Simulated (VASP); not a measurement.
Crystal: Sb2Pt (Geversite).

```
Sb Pt
1.0
     6.46006    0.00000    0.00000
     0.00000    6.46006    0.00000
     0.00000    0.00000    6.46006
Sb Pt
8 4
Direct
  0.37440 0.37440 0.37440
  0.12560 0.62560 0.87440
  0.87440 0.12560 0.62560
  0.62560 0.87440 0.12560
  0.62560 0.62560 0.62560
  0.87440 0.37440 0.12560
  0.12560 0.87440 0.37440
  0.37440 0.12560 0.87440
  0.00000 0.00000 0.00000
  0.50000 0.00000 0.50000
  0.50000 0.50000 0.00000
  0.00000 0.50000 0.50000
```

Base run:

| Item | Value |
| --- | --- |
| Program | VASP 6.6.1 |
| Functional | r2SCAN |
| Potentials or basis | VASP PAW PBE potentials, release 64 (Sb, Pt) |
| Cutoff | 520 eV |
| k mesh | 6 × 6 × 6 |
| Occupations | methfessel-paxton, width 0.1 eV |
| Spin | no spin polarisation |

Its results: pressure 2.3 GPa; largest force 0.146 eV/Å.

Problem. The run is repeated on the same cell with these changes: functional from r2SCAN to LDA; potentials or basis from VASP PAW PBE potentials, release 64 (Sb, Pt) to VASP PAW LDA potentials, release 64 (Sb, Pt). What comes out?

Solution. Pressure -2.0 GPa; largest force 0.030 eV/Å.

Caveats: the PAW data sets were made with another functional, which shifts forces and pressure a little (some runs).
